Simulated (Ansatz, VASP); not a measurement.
## B2AsN: VASP beside Ansatz

```xyz
4
Lattice="2.9886 0.0000 0.0000 0.0000 2.9886 0.0000 0.0000 0.0000 4.2745" Properties=species:S:1:pos:R:3 pbc="T T T"
N     0.0000    0.0000    0.0000
B     0.0000    1.4943    3.4254
B     1.4943    0.0000    0.8491
As    1.4943    1.4943    2.1372
```

Alike in both runs: task single point; functional r2SCAN; k mesh 8 × 8 × 6; occupations fermi-dirac, width 0.02 eV; no spin polarisation.

|  | VASP | Ansatz |
| --- | --- | --- |
| version | VASP 6.6.1 | Ansatz 0.2.0 |
| potentials or method | VASP PAW PBE potentials, release 64 (N, B, As) | plane waves, PAW |
| plane-wave cutoff (eV) | 520 | 500 |
| valence electrons in the cell | 16 | 26 |

VASP gave:

```
pressure (GPa)                     : 0.7
rms of the force components (eV/Å) : 0.029
```

Q: What did Ansatz give for the same quantities?

A: Pressure (GPa): 0.0; rms of the force components (eV/Å): 0.002.

The two sets of potentials don't hold the same shells in valence.

Caveats: the PAW data sets were made with another functional, which shifts forces and pressure a little (VASP). r2SCAN opens gaps a little over a GGA but as a rule still falls short of measured ones. A k mesh can miss the band edges.
